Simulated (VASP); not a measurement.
CuZn (CsCl type) is relaxed at rising pressure, each step from the one before. Symmetry mostly holds the structure type, and other phases were not tried. The mesh follows the cell, and a change of mesh leaves a small step in the series.

Input:

Space group Pm-3m (No. 221); a = 2.9689 Å, b = 2.9689 Å, c = 2.9689 Å, α = 90.00°, β = 90.00°, γ = 90.00°

```json
[
 {"atom": "Zn", "site": "1b", "symmetry": "m-3m", "x": "0.5000", "y": "0.5000", "z": "0.5000"},
 {"atom": "Cu", "site": "1a", "symmetry": "m-3m", "x": "0.0000", "y": "0.0000", "z": "0.0000"}
]
```

All values below come from PBE GGA, VASP's PBE PAW potentials (set 64) (plane waves; VASP 6.6.1). Run with 500 eV cut-off, 12×12×12 Γ-centred mesh, first-order Methfessel-Paxton smearing of 0.10 eV, potentials Zn Cu.

| P (GPa) | V (Å³/atom) | H − H(0) (eV/atom) | space group | gap on the mesh (eV) | k-mesh |
|---|---|---|---|---|---|
| 0 | 13.08 | 0.000 | Pm-3m | 0.00 | 12×12×12 |
| 5 | 12.58 | 0.401 | Pm-3m | 0.00 | 12×12×12 |
| 10 | [?] | [?] | Pm-3m | 0.00 | 13×13×13 |
| 20 | 11.50 | 1.523 | Pm-3m | 0.00 | 13×13×13 |
| 30 | 11.02 | 2.226 | Pm-3m | 0.00 | 13×13×13 |
| 45 | [?] | [?] | Pm-3m | 0.00 | 13×13×13 |

Fill in the missing entries.

- 45, V (Å³/atom): 10.44
- 45, H − H(0) (eV/atom): 3.228
- 10, V (Å³/atom): 12.16
- 10, H − H(0) (eV/atom): 0.786

Pressures at which the relaxation failed are left out.

The compound is CuZn in the CsCl type structure. The electron count is odd and the run is not spin-polarised, which forces a metal.
